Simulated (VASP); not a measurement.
A run of VASP 6.6.1 is set up as follows.

The input INCAR:

```
SYSTEM = Sr3B
PREC     = Accurate       ! precision mode
ENCUT    = 600            ! plane-wave cutoff, eV
EDIFF    = 1E-6           ! SCF threshold, eV
ISMEAR   = 1              ! smearing method
SIGMA    = 0.1            ! smearing width, eV
LREAL    = .False.        ! projectors in reciprocal space
LASPH    = .True.         ! aspherical terms in the spheres
NELM     = 100            ! most SCF steps
ALGO     = Fast           ! electronic algorithm
ISIF     = 3              ! what is computed and relaxed
LWAVE    = .False.        ! write WAVECAR
LCHARG   = .False.        ! write CHGCAR
GGA      = PE             ! functional
IBRION   = 2              ! ionic algorithm
NSW      = 60             ! ionic steps
EDIFFG   = -0.01          ! ionic threshold
```

The input KPOINTS:

```
Automatic mesh
0
Gamma
  6 6 6
  0 0 0
```

The input POSCAR:

```
Sr3B
1.0
    0.0000000000      4.0437800000      4.0437800000
    4.0437800000      0.0000000000      4.0437800000
    4.0437800000      4.0437800000      0.0000000000
Sr B
3 1
Direct
    0.0000000000      0.0000000000      0.0000000000
    0.2500000000      0.2500000000      0.2500000000
    0.7500000000      0.7500000000      0.7500000000
    0.5000000000      0.5000000000      0.5000000000
```

Potentials or basis: VASP PAW PBE potentials, release 64 (Sr_sv, B).

Run with:

```bash
$ cat potpaw_PBE.64/Sr_sv/POTCAR potpaw_PBE.64/B/POTCAR > POTCAR
$ mpirun -np 1 vasp_std > vasp.out
```

Task: What does it give for the band gap on the k mesh?

Result: None (metal or under the smearing width).

Final structure:
```cif
data_structure
_symmetry_space_group_name_H-M 'P 1'
_symmetry_Int_Tables_number 1
_cell_length_a 5.7188
_cell_length_b 5.7188
_cell_length_c 5.7188
_cell_angle_alpha 60.000
_cell_angle_beta 60.000
_cell_angle_gamma 60.000
_cell_volume 132.25
loop_
_atom_site_label
_atom_site_type_symbol
_atom_site_fract_x
_atom_site_fract_y
_atom_site_fract_z
_atom_site_occupancy
Sr1 Sr 0.00000 0.00000 0.00000 1
Sr2 Sr 0.25000 0.25000 0.25000 1
Sr3 Sr 0.75000 0.75000 0.75000 1
B1 B 0.50000 0.50000 0.50000 1
```

Caveat: the relaxation stopped at its first step, so nothing moved.
